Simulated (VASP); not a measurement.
# Cs2PdCl4: molecular dynamics, part 2 of 3

Aim: follow Cs2PdCl4 in time and read averages from the run. The start is a cell from a database of measured crystal structures.

VASP 6.6.1; PBEsol; plane waves and PAW (Cs_sv, Pd, Cl).

So far. Step 2 (Relax the host): The run ended after 5 ionic steps, 0.018 eV below its first step, once forces and stress met EDIFFG = -0.02.

### Step 3. Molecular dynamics

System of this step: Cs2PdCl4. The structure is tetragonal, space group P4/mmm (No. 123). The conventional cell has a = 7.358 Å, b = 7.358 Å, c = 4.633 Å, α = 90.00°, β = 90.00°, γ = 90.00°. Cs has 8 Cl at 3.50 Å nearest. Nearest to Pd lie 4 Cl at 2.29 Å. Cl has 1 Pd at 2.29 Å and 4 Cs at 3.50 Å nearest. Farther neighbours and most contacts between anions are not listed.

Few k-points, a looser threshold and, at fixed cell, a modest cutoff make many steps affordable, at some cost in the accuracy of forces and more in that of pressure. The electronic smearing is set to the highest ionic temperature of the stage, and to no less than 300 K.

Contents of INCAR:

```
SYSTEM = Cs2PdCl4
PREC = Normal
ENCUT = 230
EDIFF = 1E-04
NELM = 120
ISMEAR = -1
SIGMA = 0.1723
LREAL = Auto
ALGO = VeryFast
GGA = PS
LWAVE = .FALSE.
LCHARG = .FALSE.
NCORE = 4
IBRION = 0
NSW = 250
POTIM = 2
TEBEG = 2000
TEEND = 2000
ISYM = 0
ISIF = 2
NELMIN = 4
MAXMIX = 40
NBLOCK = 1
RANDOM_SEED = 205121 0 0
NWRITE = 1
MDALGO = 5
CSVR_PERIOD = 20
```

Contents of POSCAR:

```
Cs2PdCl4
1.0
    7.3575368687      7.3575368687      0.0000000000
   -7.3575368687      7.3575368687      0.0000000000
    0.0000000000      0.0000000000      9.2659298806
Cs Pd Cl
8 4 16
Direct
    0.2500000000      0.7500000000      0.2500000000
    0.2500000000      0.7500000000      0.7500000000
    0.7500000000      0.2500000000      0.2500000000
    0.7500000000      0.2500000000      0.7500000000
    0.2500000000      0.2500000000      0.2500000000
    0.2500000000      0.2500000000      0.7500000000
    0.7500000000      0.7500000000      0.2500000000
    0.7500000000      0.7500000000      0.7500000000
    0.0000000000      0.0000000000      0.0000000000
    0.0000000000      0.0000000000      0.5000000000
    0.5000000000      0.5000000000      0.0000000000
    0.5000000000      0.5000000000      0.5000000000
    0.5000000000      0.2794928341      0.0000000000
    0.5000000000      0.2794928341      0.5000000000
    0.0000000000      0.7794928341      0.0000000000
    0.0000000000      0.7794928341      0.5000000000
    0.7794928341      0.0000000000      0.0000000000
    0.7794928341      0.0000000000      0.5000000000
    0.2794928341      0.5000000000      0.0000000000
    0.2794928341      0.5000000000      0.5000000000
    0.5000000000      0.7205071659      0.0000000000
    0.5000000000      0.7205071659      0.5000000000
    0.0000000000      0.2205071659      0.0000000000
    0.0000000000      0.2205071659      0.5000000000
    0.2205071659      0.0000000000      0.0000000000
    0.2205071659      0.0000000000      0.5000000000
    0.7205071659      0.5000000000      0.0000000000
    0.7205071659      0.5000000000      0.5000000000
```

Contents of KPOINTS:

```
Automatic mesh
0
Gamma
1 1 1
0 0 0
```

PAW data sets: Cs_sv, Pd and Cl (PBE family, release 64).

Command:

```
$ mpirun -np 4 vasp_gam
```

What it wrote:

```text
[banner, memory and clock lines left out]
running    4 mpi-ranks, on    1 nodes
 distrk:  each k-point on    4 cores,    1 groups
 distr:  one band on    4 cores,    1 groups

 POSCAR found type information on POSCAR CsPdCl
 POSCAR found :  3 types and      28 ions
 [... a notice as in an earlier step ...]

 LDA part: xc-table for (Slater+PW92), standard interpolation
 POSCAR, INCAR and KPOINTS ok, starting setup
 FFT: planning ... GRIDC
 FFT: planning ... GRID_SOFT
 FFT: planning ... GRID
 WAVECAR not read
 prediction of wavefunctions initialized - no I/O
 entering main loop
       N       E                     dE             d eps       ncg     rms          rms(c)
RMM:   1     0.272212415172E+04    0.27221E+04   -0.52590E+04   134   0.690E+02
RMM:   2     0.105290251187E+04   -0.16692E+04   -0.18226E+04   134   0.220E+02
RMM:   3     0.486857255893E+03   -0.56605E+03   -0.72191E+03   134   0.142E+02
RMM:   4     0.197668815471E+03   -0.28919E+03   -0.30704E+03   134   0.106E+02
RMM:   5     0.364312448591E+02   -0.16124E+03   -0.14739E+03   134   0.678E+01
RMM:   6    -0.378323140707E+02   -0.74264E+02   -0.65886E+02   134   0.475E+01
RMM:   7    -0.759810662518E+02   -0.38149E+02   -0.33052E+02   134   0.279E+01
RMM:   8    -0.961644424784E+02   -0.20183E+02   -0.15683E+02   134   0.198E+01
RMM:   9    -0.106665607119E+03   -0.10501E+02   -0.10367E+02   310   0.109E+01
RMM:  10    -0.106974200940E+03   -0.30859E+00   -0.60877E+00   300   0.316E+00
RMM:  11    -0.107047178578E+03   -0.72978E-01   -0.74280E-01   303   0.123E+00
RMM:  12    -0.107066069944E+03   -0.18891E-01   -0.19523E-01   307   0.525E-01    0.301E+01
RMM:  13    -0.102757750651E+03    0.43083E+01   -0.21831E+01   419   0.810E+00    0.192E+01
RMM:  14    -0.101979266835E+03    0.77848E+00   -0.43469E+00   351   0.359E+00    0.956E+00
RMM:  15    -0.101808170545E+03    0.17110E+00   -0.96312E-01   315   0.196E+00    0.101E+00
RMM:  16    -0.101846086945E+03   -0.37916E-01   -0.48141E-02   268   0.534E-01    0.504E-01
RMM:  17    -0.101885986533E+03   -0.39900E-01   -0.32090E-02   271   0.430E-01    0.293E-01
RMM:  18    -0.101888576645E+03   -0.25901E-02   -0.44624E-03   271   0.149E-01    0.173E-01
RMM:  19    -0.101891490782E+03   -0.29141E-02   -0.58500E-03   268   0.144E-01    0.993E-02
RMM:  20    -0.101891458960E+03    0.31822E-04   -0.71209E-04   225   0.573E-02
      1 T=  2138. E= -.94429556E+02 F= -.10189146E+03 E0= -.10183668E+03  EK= 0.74619E+01 SP= 0.00E+00 SK= 0.00E+00
 bond charge predicted
       N       E                     dE             d eps       ncg     rms          rms(c)
RMM:   1    -0.101594382266E+03    0.29711E+00   -0.23548E+01   268   0.956E+00    0.169E+00
RMM:   2    -0.101816925871E+03   -0.22254E+00   -0.30831E+00   268   0.427E+00    0.520E-01
RMM:   3    -0.101871763194E+03   -0.54837E-01   -0.54967E-01   270   0.148E+00    0.671E-01
RMM:   4    -0.101877592612E+03   -0.58294E-02   -0.12218E-01   281   0.730E-01    0.640E-01
RMM:   5    -0.101870597604E+03    0.69950E-02   -0.17729E-02   282   0.265E-01    0.502E-01
RMM:   6    -0.101868466047E+03    0.21316E-02   -0.91721E-02   309   0.475E-01    0.305E-01
RMM:   7    -0.101866963893E+03    0.15022E-02   -0.36321E-03   262   0.150E-01    0.227E-01
RMM:   8    -0.101865867457E+03    0.10964E-02   -0.21196E-02   303   0.220E-01    0.114E-01
RMM:   9    -0.101865603541E+03    0.26392E-03   -0.54690E-04   218   0.605E-02    0.852E-02
RMM:  10    -0.101865310809E+03    0.29273E-03   -0.80545E-04   203   0.446E-02    0.264E-02
RMM:  11    -0.101865304043E+03    0.67655E-05   -0.35040E-04   188   0.326E-02
      2 T=  2126. E= -.94445777E+02 F= -.10186530E+03 E0= -.10181195E+03  EK= 0.74195E+01 SP= 0.00E+00 SK= 0.00E+00
[... from here on, the cycles between the ionic steps are left out ...]
      5 T=  2010. E= -.94458433E+02 F= -.10147379E+03 E0= -.10142052E+03  EK= 0.70154E+01 SP= 0.00E+00 SK= 0.00E+00
      9 T=  2007. E= -.93372860E+02 F= -.10037777E+03 E0= -.10031480E+03  EK= 0.70049E+01 SP= 0.00E+00 SK= 0.00E+00
     13 T=  1665. E= -.93639047E+02 F= -.99450704E+02 E0= -.99370871E+02  EK= 0.58117E+01 SP= 0.00E+00 SK= 0.00E+00
     17 T=  1501. E= -.93893525E+02 F= -.99131357E+02 E0= -.99035190E+02  EK= 0.52378E+01 SP= 0.00E+00 SK= 0.00E+00
     21 T=  1936. E= -.92013048E+02 F= -.98769357E+02 E0= -.98659413E+02  EK= 0.67563E+01 SP= 0.00E+00 SK= 0.00E+00
     25 T=  2097. E= -.90682905E+02 F= -.98002772E+02 E0= -.97883078E+02  EK= 0.73199E+01 SP= 0.00E+00 SK= 0.00E+00
     29 T=  2371. E= -.88813104E+02 F= -.97088307E+02 E0= -.96962303E+02  EK= 0.82752E+01 SP= 0.00E+00 SK= 0.00E+00
     33 T=  2302. E= -.88307479E+02 F= -.96340575E+02 E0= -.96208207E+02  EK= 0.80331E+01 SP= 0.00E+00 SK= 0.00E+00
     37 T=  2059. E= -.88707069E+02 F= -.95892905E+02 E0= -.95749992E+02  EK= 0.71858E+01 SP= 0.00E+00 SK= 0.00E+00
     41 T=  1824. E= -.89208860E+02 F= -.95574852E+02 E0= -.95416105E+02  EK= 0.63660E+01 SP= 0.00E+00 SK= 0.00E+00
     45 T=  1940. E= -.88581421E+02 F= -.95351590E+02 E0= -.95174704E+02  EK= 0.67702E+01 SP= 0.00E+00 SK= 0.00E+00
     49 T=  2212. E= -.87647884E+02 F= -.95368931E+02 E0= -.95177308E+02  EK= 0.77210E+01 SP= 0.00E+00 SK= 0.00E+00
     53 T=  1928. E= -.88778651E+02 F= -.95508982E+02 E0= -.95311906E+02  EK= 0.67303E+01 SP= 0.00E+00 SK= 0.00E+00
     57 T=  1807. E= -.89352491E+02 F= -.95659757E+02 E0= -.95472695E+02  EK= 0.63073E+01 SP= 0.00E+00 SK= 0.00E+00
     61 T=  2438. E= -.87325841E+02 F= -.95835127E+02 E0= -.95669767E+02  EK= 0.85093E+01 SP= 0.00E+00 SK= 0.00E+00
     65 T=  2328. E= -.87631727E+02 F= -.95755083E+02 E0= -.95600156E+02  EK= 0.81234E+01 SP= 0.00E+00 SK= 0.00E+00
     69 T=  1725. E= -.89279311E+02 F= -.95300728E+02 E0= -.95138466E+02  EK= 0.60214E+01 SP= 0.00E+00 SK= 0.00E+00
     73 T=  1942. E= -.87947478E+02 F= -.94725791E+02 E0= -.94548249E+02  EK= 0.67783E+01 SP= 0.00E+00 SK= 0.00E+00
     77 T=  1885. E= -.87754890E+02 F= -.94334052E+02 E0= -.94137658E+02  EK= 0.65792E+01 SP= 0.00E+00 SK= 0.00E+00
     81 T=  1921. E= -.87627419E+02 F= -.94331241E+02 E0= -.94122412E+02  EK= 0.67038E+01 SP= 0.00E+00 SK= 0.00E+00
     85 T=  1731. E= -.88509422E+02 F= -.94551523E+02 E0= -.94337326E+02  EK= 0.60421E+01 SP= 0.00E+00 SK= 0.00E+00
     89 T=  1592. E= -.89032145E+02 F= -.94589612E+02 E0= -.94369154E+02  EK= 0.55575E+01 SP= 0.00E+00 SK= 0.00E+00
     93 T=  1507. E= -.89127820E+02 F= -.94388567E+02 E0= -.94163898E+02  EK= 0.52607E+01 SP= 0.00E+00 SK= 0.00E+00
     97 T=  1735. E= -.88171698E+02 F= -.94225653E+02 E0= -.94003209E+02  EK= 0.60540E+01 SP= 0.00E+00 SK= 0.00E+00
    101 T=  1716. E= -.88178335E+02 F= -.94165849E+02 E0= -.93947507E+02  EK= 0.59875E+01 SP= 0.00E+00 SK= 0.00E+00
    105 T=  1711. E= -.88192684E+02 F= -.94163066E+02 E0= -.93942084E+02  EK= 0.59704E+01 SP= 0.00E+00 SK= 0.00E+00
    109 T=  1953. E= -.87301080E+02 F= -.94115749E+02 E0= -.93885644E+02  EK= 0.68147E+01 SP= 0.00E+00 SK= 0.00E+00
    113 T=  2028. E= -.86686681E+02 F= -.93764965E+02 E0= -.93523293E+02  EK= 0.70783E+01 SP= 0.00E+00 SK= 0.00E+00
    117 T=  2292. E= -.85220631E+02 F= -.93218983E+02 E0= -.92969205E+02  EK= 0.79984E+01 SP= 0.00E+00 SK= 0.00E+00
    121 T=  2254. E= -.85222764E+02 F= -.93088381E+02 E0= -.92840601E+02  EK= 0.78656E+01 SP= 0.00E+00 SK= 0.00E+00
    125 T=  2374. E= -.84784529E+02 F= -.93070698E+02 E0= -.92834074E+02  EK= 0.82862E+01 SP= 0.00E+00 SK= 0.00E+00
    129 T=  2078. E= -.85764461E+02 F= -.93017342E+02 E0= -.92779740E+02  EK= 0.72529E+01 SP= 0.00E+00 SK= 0.00E+00
    133 T=  1897. E= -.86495174E+02 F= -.93114924E+02 E0= -.92859896E+02  EK= 0.66197E+01 SP= 0.00E+00 SK= 0.00E+00
    137 T=  2052. E= -.85868269E+02 F= -.93029404E+02 E0= -.92750567E+02  EK= 0.71611E+01 SP= 0.00E+00 SK= 0.00E+00
    141 T=  2418. E= -.84311648E+02 F= -.92749258E+02 E0= -.92439695E+02  EK= 0.84376E+01 SP= 0.00E+00 SK= 0.00E+00
    145 T=  2412. E= -.84005732E+02 F= -.92422623E+02 E0= -.92077008E+02  EK= 0.84169E+01 SP= 0.00E+00 SK= 0.00E+00
    149 T=  1849. E= -.85636495E+02 F= -.92090528E+02 E0= -.91715890E+02  EK= 0.64540E+01 SP= 0.00E+00 SK= 0.00E+00
    153 T=  1837. E= -.85469842E+02 F= -.91879446E+02 E0= -.91495851E+02  EK= 0.64096E+01 SP= 0.00E+00 SK= 0.00E+00
    157 T=  1921. E= -.85364654E+02 F= -.92067392E+02 E0= -.91697560E+02  EK= 0.67027E+01 SP= 0.00E+00 SK= 0.00E+00
    161 T=  2095. E= -.85443241E+02 F= -.92754890E+02 E0= -.92422886E+02  EK= 0.73116E+01 SP= 0.00E+00 SK= 0.00E+00
    165 T=  2062. E= -.86329045E+02 F= -.93525637E+02 E0= -.93250609E+02  EK= 0.71966E+01 SP= 0.00E+00 SK= 0.00E+00
    169 T=  2588. E= -.85054318E+02 F= -.94085340E+02 E0= -.93881763E+02  EK= 0.90310E+01 SP= 0.00E+00 SK= 0.00E+00
    173 T=  2336. E= -.85971848E+02 F= -.94124690E+02 E0= -.93986028E+02  EK= 0.81528E+01 SP= 0.00E+00 SK= 0.00E+00
    177 T=  2282. E= -.85561139E+02 F= -.93526575E+02 E0= -.93416091E+02  EK= 0.79654E+01 SP= 0.00E+00 SK= 0.00E+00
    181 T=  1818. E= -.86335541E+02 F= -.92681285E+02 E0= -.92568013E+02  EK= 0.63457E+01 SP= 0.00E+00 SK= 0.00E+00
    185 T=  1670. E= -.86550922E+02 F= -.92380001E+02 E0= -.92249260E+02  EK= 0.58291E+01 SP= 0.00E+00 SK= 0.00E+00
    189 T=  1743. E= -.86545390E+02 F= -.92630123E+02 E0= -.92476966E+02  EK= 0.60847E+01 SP= 0.00E+00 SK= 0.00E+00
    193 T=  2023. E= -.86025364E+02 F= -.93084891E+02 E0= -.92908521E+02  EK= 0.70595E+01 SP= 0.00E+00 SK= 0.00E+00
    197 T=  2230. E= -.85828317E+02 F= -.93610463E+02 E0= -.93404562E+02  EK= 0.77821E+01 SP= 0.00E+00 SK= 0.00E+00
    201 T=  2405. E= -.85465070E+02 F= -.93858063E+02 E0= -.93610236E+02  EK= 0.83930E+01 SP= 0.00E+00 SK= 0.00E+00
    205 T=  2018. E= -.86670905E+02 F= -.93713410E+02 E0= -.93416591E+02  EK= 0.70425E+01 SP= 0.00E+00 SK= 0.00E+00
    209 T=  1890. E= -.86821407E+02 F= -.93417451E+02 E0= -.93080864E+02  EK= 0.65960E+01 SP= 0.00E+00 SK= 0.00E+00
    213 T=  2124. E= -.85650075E+02 F= -.93061561E+02 E0= -.92698221E+02  EK= 0.74115E+01 SP= 0.00E+00 SK= 0.00E+00
    217 T=  2159. E= -.85053263E+02 F= -.92588937E+02 E0= -.92212247E+02  EK= 0.75357E+01 SP= 0.00E+00 SK= 0.00E+00
    221 T=  2533. E= -.83445349E+02 F= -.92284797E+02 E0= -.91912868E+02  EK= 0.88394E+01 SP= 0.00E+00 SK= 0.00E+00
    225 T=  2325. E= -.84259970E+02 F= -.92374930E+02 E0= -.92027396E+02  EK= 0.81150E+01 SP= 0.00E+00 SK= 0.00E+00
    229 T=  2440. E= -.83598715E+02 F= -.92115266E+02 E0= -.91803530E+02  EK= 0.85166E+01 SP= 0.00E+00 SK= 0.00E+00
    233 T=  2137. E= -.83835431E+02 F= -.91295039E+02 E0= -.91016925E+02  EK= 0.74596E+01 SP= 0.00E+00 SK= 0.00E+00
    237 T=  1867. E= -.84554620E+02 F= -.91070944E+02 E0= -.90819542E+02  EK= 0.65163E+01 SP= 0.00E+00 SK= 0.00E+00
    241 T=  1834. E= -.85164442E+02 F= -.91566491E+02 E0= -.91328868E+02  EK= 0.64020E+01 SP= 0.00E+00 SK= 0.00E+00
    245 T=  1843. E= -.85572001E+02 F= -.92004583E+02 E0= -.91771258E+02  EK= 0.64326E+01 SP= 0.00E+00 SK= 0.00E+00
    249 T=  2536. E= -.83551291E+02 F= -.92401029E+02 E0= -.92170274E+02  EK= 0.88497E+01 SP= 0.00E+00 SK= 0.00E+00
Information: wavefunction orthogonal band  123  0.8489
Information: wavefunction orthogonal band  129  0.8807
 bond charge predicted
 prediction of wavefunctions
       N       E                     dE             d eps       ncg     rms          rms(c)
RMM:   1    -0.924841624962E+02   -0.83196E-01   -0.30673E-01   285   0.756E-01    0.132E-01
RMM:   2    -0.924875884381E+02   -0.34259E-02   -0.36862E-02   310   0.317E-01    0.840E-02
RMM:   3    -0.924880647168E+02   -0.47628E-03   -0.54279E-03   288   0.117E-01    0.694E-02
RMM:   4    -0.924881143731E+02   -0.49656E-04   -0.60141E-04   202   0.414E-02
    250 T=  2669. E= -.83173863E+02 F= -.92488114E+02 E0= -.92258337E+02  EK= 0.93143E+01 SP= 0.00E+00 SK= 0.00E+00
Information: wavefunction orthogonal band  127  0.8726
Information: wavefunction orthogonal band  130  0.8997
Information: wavefunction orthogonal band  133  0.8805
Information: wavefunction orthogonal band  134  0.8820
 bond charge predicted
 prediction of wavefunctions
 wavefunctions rotated
```

Run time: 9.2 min. Hardware: 4 MPI ranks of AMD EPYC 7R43, shared host; peak memory 0.49 GiB; 37 min of CPU time.

(Part 2 of 3 ends here.)

[Lines on the potential files, build, host, timing and source positions are cut from VASP's logs without a mark.]

[Logs are printed without paths, hosts, clocks, repeated set-up lines and the standing remarks that a program may print on its own settings, such as how far it seeks lower states.]

[Hosts, paths, dates, database ids (printed as entryN), source tags and the programs' standing remarks are cut or masked in the printed files.]

[Runs that stopped without an error message from VASP are left out.]
